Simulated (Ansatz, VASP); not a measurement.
# Cu8N (Cu(111)) in two plane-wave programs, part 2 of 2

Wanted: the spread between two codes on one cell, functional and k mesh. The structure shown is the end of the VASP relaxation below.

VASP 6.6.1 and Ansatz 0.2.0.

So far: The structure; VASP: relaxation, PBE.

## 3. Ansatz: single point, PBE

Level of this step: Ansatz beside VASP: Kohn-Sham DFT, plane waves, PBE (Ansatz).

Ansatz runs on its default PAW (the set named soft_2) files.

The same cell, functional, mesh and smearing now go to Ansatz, which takes its cutoff from its data sets.

Input file input.yaml:

```yaml
crystal:
  lattice:
    - [5.14203897, 0.0, 0.0]
    - [2.57101949, 4.45313638, 0.0]
    - [0.0, 0.0, 21.29768586]
  atoms:
    - { symbol: Cu, position: [0.0, 0.0, 0.35215094] }
    - { symbol: Cu, position: [0.5, 0.0, 0.35215094] }
    - { symbol: Cu, position: [0.0, 0.5, 0.35215094] }
    - { symbol: Cu, position: [0.5, 0.5, 0.35215094] }
    - { symbol: Cu, position: [0.16666667, 0.16666667, 0.45071698] }
    - { symbol: Cu, position: [0.66666667, 0.16666667, 0.45071698] }
    - { symbol: Cu, position: [0.16666667, 0.66666667, 0.45071698] }
    - { symbol: Cu, position: [0.66666667, 0.66666667, 0.45071698] }
    - { symbol: Cu, position: [0.83189694, 0.33620612, 0.54765852] }
    - { symbol: Cu, position: [0.33189694, 0.33620612, 0.54765852] }
    - { symbol: Cu, position: [0.83207105, 0.83585789, 0.54858121] }
    - { symbol: Cu, position: [0.33207105, 0.83585789, 0.54858121] }
    - { symbol: Cu, position: [0.01196338, 0.97607324, 0.65115047] }
    - { symbol: Cu, position: [0.51196338, 0.97607324, 0.65115047] }
    - { symbol: Cu, position: [0.99582621, 0.50834757, 0.64536944] }
    - { symbol: Cu, position: [0.49582621, 0.50834757, 0.64536944] }
    - { symbol: "N", position: [0.16019023, 0.17961954, 0.69666922] }
    - { symbol: "N", position: [0.66019023, 0.17961954, 0.69666922] }
hamiltonian:
  xc: pbe
  pseudopotentials: { kind: paw }
kpoints:
  mp_grid: { grid: [6, 6, 1] }
scf:
  occupations: { method: methfessel_paxton, width: 0.15 }
  n_extra_bands: 8
efield:
  axis: 3
  dipole_correction: true
  ramp_width: 0.04
output:
  forces: true
  eigenvalues: true
  write_density: true
  write_potential: true
  elf: true
  volumetric_format: npy
```

On the command line:

```console
$ ansatz run input.yaml --threads 8 --pin off --max-ram 18432MiB --backend cpu --events-out ev --progress --plain --runs-dir out
```

Numbers of over 12 decimals in the logs are rounded to 6 here.

What it wrote:

```text
scf.n_extra_bands = 8 over 157 filled bands (N_el = 314.0): the run solves 165 bands
Engine: ansatz 0.2.0, aarch64-unknown-linux-gnu
Pseudopotentials: kind: paw
Pseudopotential: Cu, paw, valence charge 19, recommended cutoff 420 eV (normal), Cu.paw.azcp
Pseudopotential: N, paw, valence charge 5, recommended cutoff 420 eV (normal), N.paw.azcp
Functional definition: PBE
  parameter kappa = 0.804
  parameter beta = 0.066725
  exchange = pbe_x(kappa = kappa, mu = beta*pi^2/3)
  correlation = pbe_c(beta = beta)
Crystal: 18 atoms, lattice volume = 487.679 Å³
Basis set: ecut = 420 eV, 9605 PW (Γ), exchange–correlation on 72×72×288 points (8 copies of the dense FFT grid, shifted against one another)
Bands: 165, of which v1, the nominal top of the filled ones, is band 157 counted from 1 (156 counted from 0)
Symmetry: 4 space group operations
Space group: Pm (ITA 6), of the structure as read, at distance tolerance 7.9e-5 Å
k-points: 13 of 36 (time reversal used)
Non-local potential: Cu, projectors of the file, l = 0: 3, l = 1: 2, l = 2: 3, l = 3: 1
Non-local potential: N, projectors of the file, l = 0: 2, l = 1: 2, l = 2: 1
PAW form: soft (Blöchl's): semilocal exchange-correlation on the pseudo side does not see the compensation charge
PAW one-centre angular grid: Cu, 590 points (default); XC on 64 Gauss nodes
PAW one-centre angular grid: N, 110 points (default); XC on 64 Gauss nodes
Initial density: superposition of atomic densities (neutral atoms: chi_scale 0, normalization atom), corrected by the library's trained network
Initial wavefunctions: pseudopotential atomic-orbital guess
Functional: x = pbe(κ = 0.804, μ = 0.219515), c = pbe(β = 0.066725)
SCF iter   1: F=—  HF=-106762.917311 eV  |F-HF|=—  |Δ(HF+E_count)|=         —  Δρ=5.94e-3  dr2=6.60e-1  ethr=1.77e-3  p=-0.167 e·Å  D=-6.19e-2 V/Å  ΔV_dip=1.32 eV  dr2_dipole=2.46e-1  V_vac-E_F(+/−)=6.15/4.83 eV  ⟨swp⟩=6.9  Hψ=8919  notcnv=0
efield: sawtooth ramp at fractional position 0.0044 (placed from the atoms, in the widest stretch of the axis that holds none; the zero of the levels goes with the place), width 0.0400; the density the first Hamiltonian is built on has a dipole p = -0.167 e·Å; the dipole correction subtracts the counter field D = -6.19e-2 V/Å, which shifts the + side's vacuum level by +1.32 eV against the − side's; the planar-averaged density in the ramp window peaks in size at 8.1e-5 e/Å³
preconditioner: auto → LDOS  [metal: Δε(μ)=0.006 eV  Ē_g=4.570 eV  σ=0.150 eV  W_gap=0.04  n_scr=136 (ndim 8)  ℏωp=22.9 eV  f_vac=0.546  D(μ)=13.14/eV (n_scr^D=80)  β→1.0]
SCF iter   2: F=—  HF=-106762.899901 eV  |F-HF|=—  |Δ(HF+E_count)|=   1.74e-2  S|Δr|=    0.00e0  Δρ=2.97e-3  dr2=4.25e-2  ethr=2.10e-4  p=-0.206 e·Å  D=-7.65e-2 V/Å  ΔV_dip=1.63 eV  dr2_dipole=1.02e-2  V_vac-E_F(+/−)=6.55/4.92 eV  ⟨swp⟩=2.2  Hψ=3456  notcnv=0
SCF iter   3: F=—  HF=-106762.921523 eV  |F-HF|=—  |Δ(HF+E_count)|=   2.16e-2  S|Δr|=    0.00e0  Δρ=5.58e-3  dr2=9.69e-2  ethr=1.35e-5  p=-0.215 e·Å  D=-7.99e-2 V/Å  ΔV_dip=1.70 eV  dr2_dipole=2.42e-4  V_vac-E_F(+/−)=6.53/4.83 eV  ⟨swp⟩=2.4  Hψ=4087  notcnv=0
SCF iter   4: F=—  HF=-106762.905080 eV  |F-HF|=—  |Δ(HF+E_count)|=   1.64e-2  S|Δr|=    0.00e0  Δρ=1.69e-3  dr2=8.99e-3  ethr=1.35e-5  p=-0.212 e·Å  D=-7.87e-2 V/Å  ΔV_dip=1.68 eV  dr2_dipole=3.38e-4  V_vac-E_F(+/−)=6.57/4.89 eV  ⟨swp⟩=2.3  Hψ=4091  notcnv=0
SCF iter   5: F=—  HF=-106762.903212 eV  |F-HF|=—  |Δ(HF+E_count)|=   1.87e-3  S|Δr|=    0.00e0  Δρ=4.28e-4  dr2=9.08e-4  ethr=2.86e-6  p=-0.214 e·Å  D=-7.93e-2 V/Å  ΔV_dip=1.69 eV  dr2_dipole=9.18e-5  V_vac-E_F(+/−)=6.58/4.89 eV  ⟨swp⟩=3.0  Hψ=4156  notcnv=0
SCF iter   6: F=—  HF=-106762.903301 eV  |F-HF|=—  |Δ(HF+E_count)|=   8.91e-5  S|Δr|=    0.00e0  Δρ=3.16e-4  dr2=3.85e-4  ethr=2.89e-7  p=-0.213 e·Å  D=-7.92e-2 V/Å  ΔV_dip=1.69 eV  dr2_dipole=3.97e-6  V_vac-E_F(+/−)=6.58/4.89 eV  ⟨swp⟩=2.3  Hψ=3781  notcnv=0
SCF iter   7: F=—  HF=-106762.903247 eV  |F-HF|=—  |Δ(HF+E_count)|=   5.41e-5  S|Δr|=    0.00e0  Δρ=1.32e-4  dr2=1.03e-4  ethr=1.23e-7  p=-0.213 e·Å  D=-7.92e-2 V/Å  ΔV_dip=1.69 eV  dr2_dipole=1.88e-6  V_vac-E_F(+/−)=6.58/4.90 eV  ⟨swp⟩=2.0  Hψ=3266  notcnv=0
SCF iter   8: F=—  HF=-106762.903242 eV  |F-HF|=—  |Δ(HF+E_count)|=   5.23e-6  S|Δr|=    0.00e0  Δρ=5.12e-5  dr2=1.88e-5  ethr=3.30e-8  p=-0.213 e·Å  D=-7.91e-2 V/Å  ΔV_dip=1.69 eV  dr2_dipole=2.41e-6  V_vac-E_F(+/−)=6.58/4.90 eV  ⟨swp⟩=2.0  Hψ=3292  notcnv=0
SCF iter   9: F=—  HF=-106762.903272 eV  |F-HF|=—  |Δ(HF+E_count)|=   2.98e-5  S|Δr|=    0.00e0  Δρ=3.29e-5  dr2=9.35e-6  ethr=6.00e-9  p=-0.213 e·Å  D=-7.91e-2 V/Å  ΔV_dip=1.69 eV  dr2_dipole=3.66e-7  V_vac-E_F(+/−)=6.58/4.90 eV  ⟨swp⟩=2.0  Hψ=3289  notcnv=0
SCF iter  10: F=—  HF=-106762.903277 eV  |F-HF|=—  |Δ(HF+E_count)|=   5.52e-6  S|Δr|=    0.00e0  Δρ=1.74e-5  dr2=2.37e-6  ethr=2.98e-9  p=-0.213 e·Å  D=-7.91e-2 V/Å  ΔV_dip=1.68 eV  dr2_dipole=4.36e-7  V_vac-E_F(+/−)=6.58/4.90 eV  ⟨swp⟩=2.0  Hψ=3157  notcnv=0
SCF iter  11: F=—  HF=-106762.903280 eV  |F-HF|=—  |Δ(HF+E_count)|=   2.20e-6  S|Δr|=    0.00e0  Δρ=7.04e-6  dr2=4.92e-7  ethr=7.53e-10  p=-0.213 e·Å  D=-7.91e-2 V/Å  ΔV_dip=1.68 eV  dr2_dipole=8.85e-8  V_vac-E_F(+/−)=6.58/4.90 eV  ⟨swp⟩=2.0  Hψ=3313  notcnv=0
SCF iter  12: F=-106762.903281 eV  HF=-106762.903280 eV  |F-HF|=6.74e-7  |Δ(HF+E_count)|=   4.84e-7  S|Δr|=    0.00e0  Δρ=3.65e-6  dr2=7.11e-8  ethr=3.18e-11  p=-0.213 e·Å  D=-7.91e-2 V/Å  ΔV_dip=1.68 eV  dr2_dipole=4.19e-9  V_vac-E_F(+/−)=6.58/4.90 eV  ⟨swp⟩=14.5  Hψ=19985  notcnv=0
SCF 1 converged in 12 iterations: F = -106762.903281 eV  dr2 = 7.11e-8
  greatest PAW one-centre occupation: 1.000 electrons in one spin orbital (limit 2), on the Cu atom at site 1 (counted from 0), in its partial waves of l = 0
WARN: The output density's exchange-correlation potential varies sharply where the density is thin. Do not read a vacuum level from v_tot or v_xc, or from such a field of the output density. On a cell that repeats whose density bears no net charge and no dipole along the vacuum's axis use v_es (v_loc + v_h of the components); under efield.dipole_correction with no amplitude use v_es + v_field, which holds any externa [...]
SCF converged after 12 iterations
Stability not checked: this state was not tested for a lower state beside it, because cold or Methfessel-Paxton smearing, or corrected tetrahedra, fill the levels in a way that the test cannot read (fill_not_monotonic; see scf.lower_state_search)
Free energy (F): -106762.903281 eV
Harris-Foulkes:  -106762.903280 eV  (|F-HF|=6.74e-7)
Internal energy: -106762.883403 eV  (E = F + TS)
E sigma→0 (E₀):  -106762.898311 eV
Entropy (-TS):   -0.019878 eV (-1.104 meV/atom)
Fermi energy:    3.399719 eV
Dipole field:    D = -0.079170 V/Å  (p = -0.213370 e·Å, saw-weighted, corrected)
Work function:   Φ+ = 6.5832 eV   Φ− = 4.8970 eV
Levels:          The Fermi level and band energies are counted from a zero that moves with the ramp; work functions are not
--- Per-component energies (eV) ---
  E_band       = -9845.775335
  E_kinetic    = 5041.467016
  E_local      = -568455.416528  (includes V_loc(G=0)·N_el)
  E_nonlocal   = 6322.890546
  E_hartree    = 278247.100257
  E_xc         = -1545.074860
  E_vxc        = -1990.733226  (∫ρ·V_xc dr)
  E_paw        = -26849.683143  (= ΣΔE_a)
  E_vpaw       = -7248.449870  (= ΣTr[D̂ρ^β])
  E_aug_tail   = 0.004546  (compensation charges beyond the density's cutoff)
  E_efield     = 0.008446  (sawtooth field / dipole correction)
  E_vefield    = -9.687262  (∫n·V_field dr)
  E_ewald      = 200475.820317
  E_smearing   = -0.019878  (= −TS)
  E_closure    = 0.000000  (closes the sum)
  Σ components = -106762.903281   (vs F -106762.903281, Δ=0.00e0)
--- Forces (eV/Å), atoms counted from 1 ---
  atom   1  Cu    -0.00000000    -0.02279159     0.06806902
  atom   2  Cu    -0.00000000    -0.02279159     0.06806902
  atom   3  Cu     0.00000000     0.00754231     0.06472042
  atom   4  Cu     0.00000000     0.00754231     0.06472042
  atom   5  Cu    -0.00000000    -0.01489941    -0.07228273
  atom   6  Cu    -0.00000000    -0.01489941    -0.07228273
  atom   7  Cu     0.00000000     0.02481315    -0.07943122
  atom   8  Cu     0.00000000     0.02481315    -0.07943122
  atom   9  Cu    -0.00000000    -0.00008627     0.00563529
  atom  10  Cu    -0.00000000    -0.00008627     0.00563529
  atom  11  Cu     0.00000000     0.00568593     0.02854362
  atom  12  Cu     0.00000000     0.00568593     0.02854362
  atom  13  Cu     0.00000000     0.07251706     0.07782695
  atom  14  Cu     0.00000000     0.07251706     0.07782695
  atom  15  Cu    -0.00000000    -0.07485278     0.03864756
  atom  16  Cu    -0.00000000    -0.07485278     0.03864756
  atom  17  N      0.00000000     0.00207824    -0.13167255
  atom  18  N      0.00000000     0.00207824    -0.13167255
  max |Σ_I F_I| component: 1.13e-4 eV/Å
--- Band table (eV; the first three rows and the last of 13) ---
  k-point 0: bands = [... 153 lower, 2.7995, 3.2502, 3.3914, 3.4974, 3.6023, 4.2193, 4.3153, 4.3704, ... 4 higher]
  k-point 1: bands = [... 153 lower, 2.7207, 3.1580, 3.2769, 3.3607, 3.5896, 3.6381, 4.0461, 4.3556, ... 4 higher]
  k-point 2: bands = [... 153 lower, 2.6592, 3.1336, 3.3086, 3.3534, 3.6066, 4.0565, 4.0868, 4.5308, ... 4 higher]
  k-point 12: bands = [... 153 lower, 2.4623, 2.7745, 2.9142, 3.0281, 3.4236, 3.9535, 4.3690, 4.6381, ... 4 higher]
```

Elapsed: 49 s, on 8 threads of Arm Neoverse N1, shared host; peak memory 3.5 GiB; 6.4 min of CPU time.

## 4. Differences

Known differences besides the potentials themselves: the data sets hold 314 valence electrons in Ansatz (default PAW (the set named soft_2) files) and 186 in VASP; the cutoff is 420 eV in Ansatz and 440 eV in VASP (PREC = Normal, projectors in real space). Total energies have different zeros and are not compared.

Forces on 7 of the 18 atoms, those with the largest forces and the largest differences (eV/Å; atoms numbered as in POSCAR):

```csv
atom,"Ansatz x, y, z","VASP x, y, z"
Cu7,"0.000, 0.025, -0.079","0.000, 0.025, -0.083"
Cu8,"0.000, 0.025, -0.079","0.000, 0.025, -0.083"
Cu13,"0.000, 0.073, 0.078","0.000, 0.003, 0.006"
Cu14,"0.000, 0.073, 0.078","0.000, 0.003, 0.006"
Cu16,"0.000, -0.075, 0.039","0.000, -0.020, 0.022"
N17,"0.000, 0.002, -0.132","0.000, 0.016, -0.005"
N18,"0.000, 0.002, -0.132","0.000, 0.016, -0.005"
```

The forces differ by 33 meV/Å r.m.s., which is 122.1 % of the r.m.s. force of 0.03 eV/Å (both taken over all components, held atoms included).

## 5. Other set-ups

Further runs change the set-up of one program: Ansatz's method, potentials or start, or VASP's data sets, cutoff or form of LDA. The table gives Ansatz less VASP for each quantity, since a change that brings one quantity closer may part another.

| run | r.m.s. force difference (meV/Å) |
| --- | --- |
| as above | 33 |
| Ansatz's larger PAW set (cutoff 1050 eV) | 33 |
| norm-conserving potentials (cutoff 1252 eV) | 23 |

## 6. Results

- r.m.s. force difference (single point, PBE): 33 meV/Å

**Reading.** The r.m.s. force difference is 33 meV/Å (single point, PBE), beyond the 12 meV/Å picked in this series as the mark of a large difference. Single point, PBE, norm-conserving potentials (cutoff 1252 eV): r.m.s. force difference goes from 33 to 23 meV/Å. Such differences can come from data sets, numerical settings and the points named under the comparisons, not from the functional's error against experiment.

[Lines on the potential files, build, host, timing and source positions are cut from VASP's logs without a mark.]

[Logs are printed without paths, hosts, clocks, repeated set-up lines and the standing remarks that a program may print on its own settings, such as how far it seeks lower states.]

[Hosts, paths, dates, database ids (printed as entryN), source tags and the programs' standing remarks are cut or masked in the printed files.]
